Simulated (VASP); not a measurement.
Level of theory: vdW-DF-cx, VASP's PBE PAW potentials (set 64) (plane waves; VASP).

The input files of a VASP run:

INCAR:
```
# general
SYSTEM   = C
PREC     = Accurate
ENCUT    = 520
LREAL    = F
LASPH    = T

# electronic loop
EDIFF    = 1E-7
NELM     = 100
ALGO     = Normal

# smearing
ISMEAR   = -5

# functional
GGA      = CX
LUSE_VDW = T
AGGAC    = 0.0

# ions
ISIF     = 2

# output
LWAVE    = F
LCHARG   = T
LORBIT   = 11
NEDOS    = 601

# other
LEFG     = T
```

### KPOINTS
```
Automatic
0
gamma
  11 11 4
0 0 0
```

File POSCAR:
```
C
1
    1.2340070850    -2.1373624703     0.0000000000
    1.2340070850     2.1373624703     0.0000000000
    0.0000000000     0.0000000000     6.5296351902
C
4
Direct
  0.0000000000   0.0000000000   0.2500000000
  0.0000000000   0.0000000000   0.7500000000
  0.3333330000   0.6666670000   0.2500000000
  0.6666670000   0.3333330000   0.7500000000
```

POTCAR, in this order: C (PBE.64 set). Program: vasp_std.

The resulting files:

File OSZICAR:
```
       N       E                     dE             d eps       ncg     rms          rms(c)
DAV:   1     0.529636852359E+02    0.52964E+02   -0.85011E+03  1152   0.125E+03
DAV:   2    -0.310866505039E+02   -0.84050E+02   -0.77965E+02  1632   0.230E+02
DAV:   3    -0.347621439150E+02   -0.36755E+01   -0.36481E+01  1440   0.483E+01
DAV:   4    -0.348072080751E+02   -0.45064E-01   -0.44965E-01  1448   0.613E+00
DAV:   5    -0.348082562159E+02   -0.10481E-02   -0.10477E-02  1408   0.875E-01    0.906E+00
DAV:   6    -0.331821266867E+02    0.16261E+01   -0.16337E+00  1344   0.871E+00    0.528E+00
DAV:   7    -0.326654044861E+02    0.51672E+00   -0.18661E+00  1344   0.951E+00    0.123E+00
DAV:   8    -0.326702824009E+02   -0.48779E-02   -0.60245E-02  1364   0.170E+00    0.121E-01
DAV:   9    -0.326700146864E+02    0.26771E-03   -0.14936E-03  1424   0.313E-01    0.632E-02
DAV:  10    -0.326701720667E+02   -0.15738E-03   -0.25381E-04  1424   0.139E-01    0.436E-02
DAV:  11    -0.326701688550E+02    0.32117E-05   -0.45541E-06  1472   0.182E-02    0.535E-03
DAV:  12    -0.326701689591E+02   -0.10411E-06   -0.50400E-07  1456   0.646E-03    0.176E-03
DAV:  13    -0.326701690948E+02   -0.13576E-06   -0.23044E-07  1368   0.394E-03    0.227E-04
DAV:  14    -0.326701691060E+02   -0.11122E-07   -0.19856E-09   940   0.437E-04
   1 F= -.32670169E+02 E0= -.32670169E+02  d E =0.000000E+00
```

### OUTCAR
```
------------------------ aborting loop because EDIFF is reached ----------------------------------------
  FORCE on cell =-STRESS in cart. coord.  units (eV):
  Direction    XX          YY          ZZ          XY          YZ          ZX
  --------------------------------------------------------------------------------------
  Total       -0.0393465     -0.0393465      0.0103867      0.0000000     -0.0000000      0.0000000
  in kB       -1.8302148     -1.8302139      0.4831407      0.0000000     -0.0000000      0.0000000
  external PRESSURE =      -1.0590960 kB  Pullay stress =       0.0000000 kB
  volume of cell :       34.44
      direct lattice vectors                 reciprocal lattice vectors
     1.234007085 -2.137362470  0.000000000     0.405184059 -0.233933180  0.000000000
     1.234007085  2.137362470  0.000000000     0.405184059  0.233933180  0.000000000
     0.000000000  0.000000000  6.529635190     0.000000000  0.000000000  0.153147913
 POSITION                                       TOTAL-FORCE (eV/Angst)
 -----------------------------------------------------------------------------------
      0.00000      0.00000      1.63241        -0.000000     -0.000000      0.000000
      0.00000      0.00000      4.89723         0.000000      0.000000     -0.000000
      1.23401      0.71246      1.63241        -0.000000      0.000000      0.000000
      1.23401     -0.71246      4.89723        -0.000000     -0.000000      0.000000
 -----------------------------------------------------------------------------------
    total drift:                                0.000000     -0.000000      0.000000
  FREE ENERGIE OF THE ION-ELECTRON SYSTEM (eV)
  ---------------------------------------------------
  free  energy   TOTEN  =       -32.6701691060 eV

  energy  without entropy=      -32.6701691060  energy(sigma->0) =      -32.67016911

 total charge

# of ion       s       p       d       tot
------------------------------------------
    1        0.862   1.778   0.000   2.640
    2        0.862   1.778   0.000   2.640
    3        0.861   1.783   0.000   2.644
    4        0.861   1.783   0.000   2.644
--------------------------------------------------
tot          3.445   7.122   0.000  10.567

 Electric field gradients after diagonalization (V/A^2)
 (convention: |V_zz| > |V_xx| > |V_yy|)
----------------------------------------------------------------------
 ion       V_xx      V_yy      V_zz     asymmetry (V_yy - V_xx)/ V_zz
----------------------------------------------------------------------
   1     -16.549   -16.547    33.096       0.000
   2     -16.549   -16.547    33.096       0.000
   3     -15.282   -15.281    30.563       0.000
   4     -15.282   -15.281    30.563       0.000
```
(Selected blocks of OUTCAR.)

The compound is C in the graphite structure. It was relaxed first.
